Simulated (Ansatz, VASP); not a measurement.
# CsGeF3 in VASP and in Ansatz

File INCAR:

```
SYSTEM = CsGeF3
  ALGO = Normal
  EDIFF = 1E-7
  ENCUT = 520
  GGA = PE
  ISIF = 2
  ISMEAR = 0
  LASPH = .True.
  LCHARG = .False.
  LREAL = .False.
  LWAVE = .False.
  NBANDS = 30
  NELM = 100
  PREC = Accurate
  SIGMA = 0.05
```

File KPOINTS:

```
k-points
0
Gamma
  4 4 4
  0 0 0
```

File POSCAR:

```
CsGeF3
1.0
    4.5752562067      0.0000000000      0.0000000000
    0.0000000000      4.5752562067      0.0000000000
    0.0000000000      0.0000000000      4.5752562067
Cs Ge F
1 1 3
Direct
    0.0000000000      0.0000000000      0.0000000000
    0.5000000000      0.5000000000      0.5000000000
    0.5000000000      0.5000000000      0.0000000000
    0.5000000000      0.0000000000      0.5000000000
    0.0000000000      0.5000000000      0.5000000000
```

Input for Ansatz:

```yaml
crystal:
  lattice:
    - [4.5752562067, 0.0, 0.0]
    - [0.0, 4.5752562067, 0.0]
    - [0.0, 0.0, 4.5752562067]
  atoms:
    - { symbol: Cs, position: [0.0, 0.0, 0.0] }
    - { symbol: Ge, position: [0.5, 0.5, 0.5] }
    - { symbol: F, position: [0.5, 0.5, 0.0] }
    - { symbol: F, position: [0.5, 0.0, 0.5] }
    - { symbol: F, position: [0.0, 0.5, 0.5] }
basis:
  ecutwfc: 420
kpoints:
  mp_grid: { grid: [4, 4, 4] }
hamiltonian:
  xc: pbe
scf:
  occupations: { method: gaussian, width: 0.05 }
output:
  forces: true
  stress: true
  eigenvalues: true
```

The cell comes from a database or a generator and needn't be the stable form of this composition.

Alike in both runs: task single point; functional PBE; k mesh 4 × 4 × 4; occupations gaussian, width 0.05 eV; no spin polarisation.

|  | VASP | Ansatz |
| --- | --- | --- |
| version | VASP 6.6.1 | Ansatz 0.2.0 |
| potentials or method | VASP PAW PBE potentials, release 64 (Cs_sv, Ge_d, F) | scalar-relativistic, plane waves, PAW |
| plane-wave cutoff (eV) | 520 | 420 |
| valence electrons in the cell | 44 | 44 |

Ansatz gave:

* gap on the k mesh at the Fermi level (eV): 2.08
* least direct gap on the mesh (eV): 2.08
* pressure (GPa): -0.4

**Question.** Which values does VASP return?

**Answer.** gap on the k mesh at the Fermi level (eV): 2.07; least direct gap on the mesh (eV): 2.07; pressure (GPa): -0.5.

Caveats: spin-orbit coupling is left out, which moves the levels of the heavy elements. A k mesh can miss the band edges. A hybrid or GW would open this gap; PBE tends to underestimate it.
